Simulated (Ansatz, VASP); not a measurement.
**Cross-check of Si2Ni between VASP and Ansatz**

Wanted: the spread between two codes on one cell, functional and k mesh. The cell is taken from a series of runs on this material, whose earlier steps may have relaxed, scaled, displaced or heated it; both programs get it as it stands.

Main program and level: Ansatz 0.2.0; plane waves, with VASP 6.6.1 beside it; zone-centre phonons at PBEsol.

## (1) Set-up

Symmetry: Fm-3m, No. 225, cubic system. The conventional cell has a = 5.372 Å, b = 5.372 Å, c = 5.372 Å, α = 90.00°, β = 90.00°, γ = 90.00°. Nearest to Si lie 4 Ni at 2.33 Å. Ni has 8 Si at 2.33 Å nearest. Farther neighbours are not listed.

Coordinates:

```xyz
3
Lattice="0.0000 2.6858 2.6858 2.6858 0.0000 2.6858 2.6858 2.6858 0.0000" Properties=species:S:1:pos:R:3 pbc="T T T"
Si    1.3429    1.3429    1.3429
Si    4.0287    4.0287    4.0287
Ni    0.0000    0.0000    0.0000
```

## (2) VASP: zone-centre phonons, PBEsol

Second derivatives magnify differences that forces hide, and they need a tight electronic threshold.

Lines of VASP's logs that name or quote its potential files are left out, and so is its time.

The input, INCAR:

```
SYSTEM = Si2Ni
PREC = Accurate
ENCUT = 600
EDIFF = 1E-08
NELM = 120
ISMEAR = 1
SIGMA = 0.2
LREAL = .FALSE.
ALGO = Normal
GGA = PS
NBANDS = 15
LASPH = .TRUE.
LORBIT = 11
LWAVE = .FALSE.
LCHARG = .FALSE.
ISIF = 2
IBRION = 8
GGA_COMPAT = .FALSE.
KPAR = 2
```

The input, POSCAR:

```
Si2Ni
1.0
    0.0000000000      2.6857808928      2.6857808928
    2.6857808928      0.0000000000      2.6857808928
    2.6857808928      2.6857808928      0.0000000000
Si Ni
2 1
Direct
    0.2500000000      0.2500000000      0.2500000000
    0.7500000000      0.7500000000      0.7500000000
    0.0000000000      0.0000000000      0.0000000000
```

The input, KPOINTS:

```
Automatic mesh
0
Gamma
16 16 16
0 0 0
```

Potentials, in the order of the species: Si and Ni (PBE family, release 64).

On the command line:

```
mpirun -np 2 vasp_std
```

Numbers of over 12 decimals in the logs are rounded to 6 here.

What it wrote:

```text
[banner, memory and clock lines left out]
running    2 mpi-ranks, on    1 nodes
 distrk:  each k-point on    1 cores,    2 groups
 distr:  one band on    1 cores,    1 groups

 POSCAR found type information on POSCAR SiNi
 POSCAR found :  2 types and       3 ions
|                                                                             |
|               ----> ADVICE to this user running VASP <----                  |
|                                                                             |
|     You enforced a specific xc type in the INCAR file but a different       |
|     [... a line on the potential file left out ...]
|     I HOPE YOU KNOW WHAT YOU ARE DOING!                                     |
|                                                                             |

 LDA part: xc-table for (Slater+PW92), standard interpolation
 POSCAR, INCAR and KPOINTS ok, starting setup
 FFT: planning ... GRIDC
 FFT: planning ... GRID_SOFT
 FFT: planning ... GRID
 WAVECAR not read
 entering main loop
       N       E                     dE             d eps       ncg     rms          rms(c)
DAV:   1     0.706699806300E+02    0.70670E+02   -0.86969E+03  4390   0.139E+03
DAV:   2    -0.171898463149E+02   -0.87860E+02   -0.81078E+02  4665   0.241E+02
DAV:   3    -0.212084400504E+02   -0.40186E+01   -0.39396E+01  5626   0.557E+01
DAV:   4    -0.212762684866E+02   -0.67828E-01   -0.67753E-01  5263   0.677E+00
DAV:   5    -0.212779570342E+02   -0.16885E-02   -0.16884E-02  5798   0.113E+00    0.174E+01
DAV:   6    -0.261216740577E+02   -0.48437E+01   -0.47704E+01  4783   0.167E+02    0.255E+01
DAV:   7    -0.191207154452E+02    0.70010E+01   -0.14287E+01  5486   0.104E+02    0.399E+00
DAV:   8    -0.190335180228E+02    0.87197E-01   -0.19964E+00  6422   0.225E+01    0.275E+00
DAV:   9    -0.189815609462E+02    0.51957E-01   -0.28736E-01  5377   0.102E+01    0.691E-01
DAV:  10    -0.189787709771E+02    0.27900E-02   -0.11189E-02  6049   0.221E+00    0.296E-01
DAV:  11    -0.189786300718E+02    0.14091E-03   -0.10617E-03  6739   0.311E-01    0.632E-02
DAV:  12    -0.189786481971E+02   -0.18125E-04   -0.34482E-05  5333   0.590E-02    0.245E-02
DAV:  13    -0.189786424730E+02    0.57241E-05   -0.16686E-05  5796   0.105E-01    0.501E-03
DAV:  14    -0.189786423677E+02    0.10535E-06   -0.15329E-06  4868   0.109E-02    0.303E-03
DAV:  15    -0.189786423797E+02   -0.12059E-07   -0.23501E-07  6187   0.112E-02    0.325E-04
DAV:  16    -0.189786424209E+02   -0.41216E-07   -0.32700E-08  4424   0.126E-03    0.216E-04
DAV:  17    -0.189786424226E+02   -0.16219E-08   -0.21658E-10  2959   0.191E-04
   1 F= -.18978642E+02 E0= -.18978538E+02  d E =-.311896E-03
 Linear response reoptimize wavefunctions to high precision
DAV:   1    -0.189786424226E+02   -0.15689E-10   -0.95337E-11  3036   0.164E-04
 Linear response DOF=           2
 Linear response progress:
  Degree of freedom:   1/  2
       N       E                     dE             d eps       ncg     rms          rms(c)
RMM:   1    -0.201537664134E-01   -0.20154E-01    0.30387E-02 46428   0.122E+00
RMM:   2    -0.176009805226E-01    0.25528E-02   -0.90946E-04 27829   0.531E-01    0.938E-02
RMM:   3    -0.177938034635E-01   -0.19282E-03   -0.44371E-04 31341   0.150E-01    0.512E-02
RMM:   4    -0.179478126022E-01   -0.15401E-03   -0.69362E-05 29632   0.577E-02    0.817E-03
RMM:   5    -0.179357275869E-01    0.12085E-04   -0.39554E-06 32308   0.153E-02    0.480E-03
RMM:   6    -0.179230754607E-01    0.12652E-04   -0.80729E-07 32823   0.529E-03    0.705E-04
RMM:   7    -0.179278980655E-01   -0.48226E-05   -0.26984E-07 32635   0.181E-03    0.457E-04
RMM:   8    -0.179260547503E-01    0.18433E-05    0.36889E-09 33007   0.688E-04    0.861E-05
RMM:   9    -0.179262122575E-01   -0.15751E-06   -0.11517E-08 33359   0.219E-04    0.448E-05
RMM:  10    -0.179262417594E-01   -0.29502E-07   -0.60672E-09 31675   0.941E-05    0.214E-05
RMM:  11    -0.179261282959E-01    0.11346E-06    0.13117E-09 33203   0.417E-05    0.657E-06
RMM:  12    -0.179261270941E-01    0.12018E-08    0.52364E-10 34188   0.138E-05    0.203E-06
 first order change of Fermi-energy  -0.27250E-05
 force on displaced ion       1 direction 1 :  -8.465  -0.000  -0.000
 Linear response progress:
  Degree of freedom:   2/  2
       N       E                     dE             d eps       ncg     rms          rms(c)
RMM:   1    -0.192061700127E+00   -0.19206E+00   -0.11052E-01 16423   0.255E+00
RMM:   2    -0.188076252368E+00    0.39854E-02   -0.24445E-03 14877   0.619E-01    0.206E-01
RMM:   3    -0.187887655537E+00    0.18860E-03   -0.33337E-04 16562   0.139E-01    0.122E-01
RMM:   4    -0.188500816845E+00   -0.61316E-03   -0.38482E-04 17421   0.138E-01    0.771E-03
RMM:   5    -0.188458335486E+00    0.42481E-04   -0.67357E-06 17946   0.259E-02    0.500E-03
RMM:   6    -0.188451791436E+00    0.65440E-05   -0.64485E-07 16046   0.912E-03    0.376E-03
RMM:   7    -0.188437901374E+00    0.13890E-04   -0.28555E-07 17715   0.554E-03    0.633E-04
RMM:   8    -0.188432374974E+00    0.55264E-05   -0.16222E-08 18633   0.112E-03    0.261E-04
RMM:   9    -0.188429695691E+00    0.26793E-05   -0.69891E-10 17725   0.320E-04    0.397E-05
RMM:  10    -0.188429401337E+00    0.29435E-06    0.13967E-10 18590   0.108E-04    0.165E-05
RMM:  11    -0.188429370254E+00    0.31083E-07    0.65223E-10 18838   0.471E-05    0.513E-06
RMM:  12    -0.188429303562E+00    0.66692E-07    0.13901E-09 19179   0.217E-05    0.150E-06
RMM:  13    -0.188429316607E+00   -0.13045E-07    0.64975E-10 18810   0.143E-05    0.442E-07
RMM:  14    -0.188429320600E+00   -0.39927E-08    0.99354E-10 14217   0.118E-05    0.116E-07
 first order change of Fermi-energy  -0.39323E-03
 force on displaced ion       3 direction 1 : -10.622   0.000   0.000
 Linear response finished
```

Parts of OUTCAR (step 2):

```text
ion  position               nearest neighbor table
   1  0.250  0.250  0.250-   3 2.33   3 2.33   3 2.33   3 2.33   2 2.69   2 2.69   2 2.69   2 2.69
                             2 2.69   2 2.69
   2  0.750  0.750  0.750-   3 2.33   3 2.33   3 2.33   3 2.33   1 2.69   1 2.69   1 2.69   1 2.69
                             1 2.69   1 2.69
   3  0.000  0.000  0.000-   2 2.33   2 2.33   2 2.33   1 2.33   1 2.33   1 2.33   2 2.33   1 2.33

  LATTYP: Found a face centered cubic cell.
 ALAT       =     5.3715617856

 Subroutine GETGRP returns: Found 48 space group operations
 (whereof 48 operations were pure point group operations)

The static configuration has the point symmetry O_h .

 Found    145 irreducible k-points:

   k-points           NKPTS =    145   k-points in BZ     NKDIM =    145   number of bands    NBANDS=     15

   dimension x,y,z NGX =    30 NGY =   30 NGZ =   30
   dimension x,y,z NGXF=    60 NGYF=   60 NGZF=   60

   ENCUT  =  600.0 eV  44.10 Ry    6.64 a.u.   7.59  7.59  7.59*2*pi/ulx,y,z

   NELECT =      18.0000    total number of electrons

 k-points in reciprocal lattice and weights: Automatic mesh
   0.00000000  0.00000000  0.00000000       0.000
   0.06250000  0.00000000  0.00000000       0.002
   0.12500000  0.00000000  0.00000000       0.002
   0.18750000  0.00000000  0.00000000       0.002
   0.25000000  0.00000000  0.00000000       0.002
   0.31250000  0.00000000  0.00000000       0.002
   0.37500000  0.00000000  0.00000000       0.002
   0.43750000  0.00000000  0.00000000       0.002
   0.50000000  0.00000000  0.00000000       0.001
[...]
-0.31250000  0.50000000  0.18750000       0.003
  -0.25000000  0.50000000  0.25000000       0.001

 average (electrostatic) potential at core
       1 -79.3679       2 -79.3679       3 -81.9303

  Total        0.4272505      0.4272505      0.4272505      0.0000000      0.0000000     -0.0000000
  in kB       17.6665367     17.6665367     17.6665367      0.0000000      0.0000000     -0.0000000
  external PRESSURE =      17.6665367 kB  Pullay stress =       0.0000000 kB

  energy-cutoff  :      600.00
  volume of cell :       38.75
      direct lattice vectors                 reciprocal lattice vectors
     0.000000000  2.685780893  2.685780893    -0.186165596  0.186165596  0.186165596
     2.685780893  0.000000000  2.685780893     0.186165596 -0.186165596  0.186165596
     2.685780893  2.685780893  0.000000000     0.186165596  0.186165596 -0.186165596

 POSITION                                       TOTAL-FORCE (eV/Angst)
 -----------------------------------------------------------------------------------
      1.34289      1.34289      1.34289        -0.000000     -0.000000     -0.000000
      4.02867      4.02867      4.02867         0.000000      0.000000      0.000000
      0.00000      0.00000      0.00000         0.000000     -0.000000     -0.000000
 -----------------------------------------------------------------------------------
    total drift:                                0.000000     -0.000000     -0.000000

 Eigenvectors and eigenvalues of the dynamical matrix
 ----------------------------------------------------

   1 f  =   10.045193 THz    63.115808 2PiTHz  335.071568 cm-1    41.543561 meV
             X         Y         Z           dx          dy          dz
      1.342890  1.342890  1.342890     0.013021    0.621211   -0.337531
      4.028671  4.028671  4.028671    -0.013021   -0.621211    0.337531
      0.000000  0.000000  0.000000     0.000000    0.000000    0.000000

   2 f  =   10.045193 THz    63.115808 2PiTHz  335.071568 cm-1    41.543561 meV
             X         Y         Z           dx          dy          dz
      1.342890  1.342890  1.342890     0.706973   -0.009291    0.010173
      4.028671  4.028671  4.028671    -0.706973    0.009291   -0.010173
      0.000000  0.000000  0.000000    -0.000000    0.000000    0.000000

   3 f  =   10.045193 THz    63.115808 2PiTHz  335.071568 cm-1    41.543561 meV
             X         Y         Z           dx          dy          dz
      1.342890  1.342890  1.342890    -0.004502    0.337654    0.621265
      4.028671  4.028671  4.028671     0.004502   -0.337654   -0.621265
      0.000000  0.000000  0.000000     0.000000    0.000000    0.000000

   4 f  =    9.521349 THz    59.824400 2PiTHz  317.598014 cm-1    39.377117 meV
             X         Y         Z           dx          dy          dz
      1.342890  1.342890  1.342890    -0.117709    0.492113    0.000000
      4.028671  4.028671  4.028671    -0.117709    0.492113   -0.000000
      0.000000  0.000000  0.000000     0.162497   -0.679363    0.000000

   5 f  =    9.521349 THz    59.824400 2PiTHz  317.598014 cm-1    39.377117 meV
             X         Y         Z           dx          dy          dz
      1.342890  1.342890  1.342890     0.492113    0.117709    0.000000
      4.028671  4.028671  4.028671     0.492113    0.117709   -0.000000
      0.000000  0.000000  0.000000    -0.679363   -0.162497    0.000000

   6 f  =    9.521349 THz    59.824400 2PiTHz  317.598014 cm-1    39.377117 meV
             X         Y         Z           dx          dy          dz
      1.342890  1.342890  1.342890     0.000000    0.000000    0.505994
      4.028671  4.028671  4.028671     0.000000    0.000000    0.505994
      0.000000  0.000000  0.000000     0.000000   -0.000000   -0.698526

   7 f/i=    0.010390 THz     0.065280 2PiTHz    0.346560 cm-1     0.042968 meV
             X         Y         Z           dx          dy          dz
      1.342890  1.342890  1.342890    -0.064993   -0.256749   -0.416924
      4.028671  4.028671  4.028671    -0.064993   -0.256749   -0.416924
      0.000000  0.000000  0.000000    -0.094158   -0.371965   -0.604018

   8 f/i=    0.010390 THz     0.065280 2PiTHz    0.346560 cm-1     0.042968 meV
             X         Y         Z           dx          dy          dz
      1.342890  1.342890  1.342890    -0.178593   -0.379175    0.261343
      4.028671  4.028671  4.028671    -0.178593   -0.379175    0.261343
      0.000000  0.000000  0.000000    -0.258736   -0.549330    0.378620

   9 f/i=    0.010390 THz     0.065280 2PiTHz    0.346560 cm-1     0.042968 meV
             X         Y         Z           dx          dy          dz
      1.342890  1.342890  1.342890     0.455906   -0.185136    0.042941
      4.028671  4.028671  4.028671     0.455906   -0.185136    0.042941
      0.000000  0.000000  0.000000     0.660493   -0.268216    0.062210

 ELASTIC MODULI CONTR FROM IONIC RELAXATION (kBar)
 Direction    XX          YY          ZZ          XY          YZ          ZX
 --------------------------------------------------------------------------------
 XX          -0.0000     -0.0000     -0.0000      0.0000      0.0000      0.0000
 YY          -0.0000     -0.0000     -0.0000      0.0000      0.0000     -0.0000
 ZZ          -0.0000     -0.0000     -0.0000      0.0000      0.0000      0.0000
 XY           0.0000      0.0000      0.0000   -409.9478     -0.0000     -0.0000
 YZ          -0.0000      0.0000      0.0000     -0.0000   -409.9478      0.0000
 ZX           0.0000      0.0000      0.0000     -0.0000     -0.0000   -409.9478
 --------------------------------------------------------------------------------
```

(Continued in part 2 of 2.)

[Lines on the potential files, build, host, timing and source positions are cut from VASP's logs without a mark.]

[Logs are printed without paths, hosts, clocks, repeated set-up lines and the standing remarks that a program may print on its own settings, such as how far it seeks lower states.]

[Hosts, paths, dates, database ids (printed as entryN), source tags and the programs' standing remarks are cut or masked in the printed files.]
